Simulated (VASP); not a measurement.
An input for Ansatz (written as the equivalent of a VASP run, and not itself run):

Ansatz 0.2 input:
```yaml
crystal:
  lattice:
    - [3.4906358, 0.0000000, 0.0000000]
    - [0.0000000, 3.4906358, 0.0000000]
    - [0.0000000, 0.0000000, 3.4906358]
  atoms:
    - { symbol: Fe, position: [0.0000000, 0.0000000, 0.0000000], spin: 3 }
    - { symbol: Ni, position: [0.0000000, 0.5000000, 0.5000000], spin: 0.7 }
    - { symbol: Ni, position: [0.5000000, 0.0000000, 0.5000000], spin: 0.7 }
    - { symbol: Ni, position: [0.5000000, 0.5000000, 0.0000000], spin: 0.7 }
kpoints:
  mp_grid: { grid: [8, 8, 8] }
hamiltonian:
  xc: r2scan
  pseudopotentials: { kind: paw }
magnetization: { spin_polarized: true }
scf:
  occupations: { method: methfessel_paxton, width: 0.1 }
  max_iter: 100
relax:
  max_steps: 60
  f_tol: 0.02
  cell: {}
output: { forces: true, stress: true, eigenvalues: true }
```

Q: Translate this input to VASP (INCAR, KPOINTS, POSCAR, choice of POTCAR).

A: One answer among several that fit: 
**KPOINTS**
```
Automatic mesh
0
Gamma
8 8 8
```

### INCAR
```
ALGO=Normal
EDIFF=1E-6
EDIFFG=-0.02
ENCUT=480
IBRION=2
ISIF=3
ISMEAR=1
ISPIN=2
LASPH=.True.
LCHARG=.False.
LMAXMIX=4
LMIXTAU=.True.
LORBIT=10
LREAL=.False.
LWAVE=.False.
MAGMOM=3.0 3*0.7
METAGGA=R2SCAN
NELM=100
NSW=60
PREC=Accurate
SIGMA=0.1
SYSTEM=Ni3Fe
```

File POSCAR:
```
Ni3Fe
1
    3.4906357790     0.0000000000    -0.0000000000
    0.0000000000     3.4906357790     0.0000000000
    0.0000000000     0.0000000000     3.4906357790
Fe Ni
1 3
Direct
  0.0000000000   0.0000000000   0.0000000000
  0.0000000000   0.5000000000   0.5000000000
  0.5000000000   0.0000000000   0.5000000000
  0.5000000000   0.5000000000   0.0000000000
```

POTCAR, in this order: Fe Ni (PBE.64 set). Program: vasp_std.

What does not carry over: each code has its own PAW files, so the cut-off isn't converted (ENCUT is set for VASP's; basis.ecutwfc is left out, and Ansatz then takes the one that its files recommend); Ansatz stops its SCF on the density residual and VASP on the energy change (EDIFF).

The compound is Ni3Fe in the L1_2 structure. This run relaxes it. Symmetry was kept, so distortions that lower it aren't found. The start is the result of an earlier pass.
